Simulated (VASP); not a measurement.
OSZICAR of a VASP run on Ce (relaxed from the fcc structure, space group Fm-3m):

### OSZICAR
```
       N       E                     dE             d eps       ncg     rms          rms(c)
DAV:   1     0.642011178310E+02    0.64201E+02   -0.45667E+03  1440   0.131E+03
DAV:   2    -0.305529530899E+02   -0.94754E+02   -0.92585E+02  2056   0.211E+02
DAV:   3    -0.351578726529E+02   -0.46049E+01   -0.45374E+01  1780   0.681E+01
DAV:   4    -0.353838965056E+02   -0.22602E+00   -0.22380E+00  2764   0.122E+01
DAV:   5    -0.353887449331E+02   -0.48484E-02   -0.48448E-02  2422   0.206E+00    0.124E+01
DAV:   6    -0.303646527491E+02    0.50241E+01   -0.11559E+01  2160   0.265E+01    0.346E+00
DAV:   7    -0.308678450134E+02   -0.50319E+00   -0.42922E+00  2362   0.174E+01    0.397E+00
DAV:   8    -0.307782315598E+02    0.89613E-01   -0.97301E-01  2404   0.876E+00    0.877E-01
DAV:   9    -0.307706525994E+02    0.75790E-02   -0.25397E-01  2548   0.492E+00    0.683E-01
DAV:  10    -0.308228166337E+02   -0.52164E-01   -0.48707E-02  2338   0.157E+00    0.215E-01
DAV:  11    -0.308248955284E+02   -0.20789E-02   -0.19094E-02  2792   0.126E+00    0.292E-01
DAV:  12    -0.308231035156E+02    0.17920E-02   -0.17154E-03  2032   0.461E-01    0.207E-01
DAV:  13    -0.308245338593E+02   -0.14303E-02   -0.47966E-03  2614   0.620E-01    0.699E-02
DAV:  14    -0.308244878103E+02    0.46049E-04   -0.24972E-04  2114   0.173E-01    0.478E-02
DAV:  15    -0.308244637347E+02    0.24076E-04   -0.70840E-05  2732   0.695E-02    0.284E-02
DAV:  16    -0.308244591612E+02    0.45735E-05   -0.18669E-05  2680   0.433E-02    0.152E-02
DAV:  17    -0.308244613741E+02   -0.22128E-05   -0.41938E-06  2532   0.189E-02    0.854E-03
DAV:  18    -0.308244580000E+02    0.33740E-05   -0.11185E-06  1404   0.124E-02    0.643E-03
DAV:  19    -0.308244594378E+02   -0.14378E-05   -0.21407E-06  1890   0.108E-02    0.293E-03
DAV:  20    -0.308244594678E+02   -0.29997E-07   -0.52273E-07  1228   0.680E-03
   1 F= -.30824459E+02 E0= -.30824908E+02  d E =-.308245E+02
       N       E                     dE             d eps       ncg     rms          rms(c)
DAV:   1    -0.308392226487E+02   -0.14763E-01   -0.28919E-01  2080   0.581E+00    0.122E+00
DAV:   2    -0.308357835811E+02    0.34391E-02   -0.37305E-01  2238   0.510E+00    0.105E+00
DAV:   3    -0.308251286231E+02    0.10655E-01   -0.12015E-01  2254   0.288E+00    0.214E-01
DAV:   4    -0.308246243078E+02    0.50432E-03   -0.28731E-03  2244   0.464E-01    0.396E-02
DAV:   5    -0.308246559843E+02   -0.31676E-04   -0.34475E-04  2752   0.119E-01    0.324E-02
DAV:   6    -0.308246927686E+02   -0.36784E-04   -0.13121E-04  2688   0.912E-02    0.711E-02
DAV:   7    -0.308246770126E+02    0.15756E-04   -0.35944E-04  2420   0.158E-01    0.111E-02
DAV:   8    -0.308246692160E+02    0.77967E-05   -0.15565E-05  2430   0.404E-02    0.236E-03
DAV:   9    -0.308246731729E+02   -0.39570E-05   -0.43908E-07  1136   0.769E-03    0.179E-03
DAV:  10    -0.308246736280E+02   -0.45507E-06   -0.92398E-08   894   0.411E-03
   2 F= -.30824674E+02 E0= -.30825030E+02  d E =-.214160E-03
```

Problem. Which electronic solver shows in the log?

Solution. It is blocked Davidson (ALGO = Normal, or the opening steps of other solvers). The INCAR had ALGO = Normal.

Problem. How was spin treated?

Solution. Without spin polarisation: there is no mag entry.

Problem. Can the final energy be trusted as converged?

Solution. The calculation finished and met its thresholds. It stopped with EDIFF = 1E-6, NELM = 100, NSW = 60 and EDIFFG = -0.01 after 2 ionic steps (r2SCAN meta-GGA, plane waves, VASP's PBE PAW potentials (set 64)).

The structure was generated: Ce was put into the fcc type (Fm-3m), which need not be its known phase. This run relaxes it. Symmetry was kept, so distortions that lower it aren't found. The start is the result of an earlier pass. The run is not spin-polarised, so no magnetic state was tried.
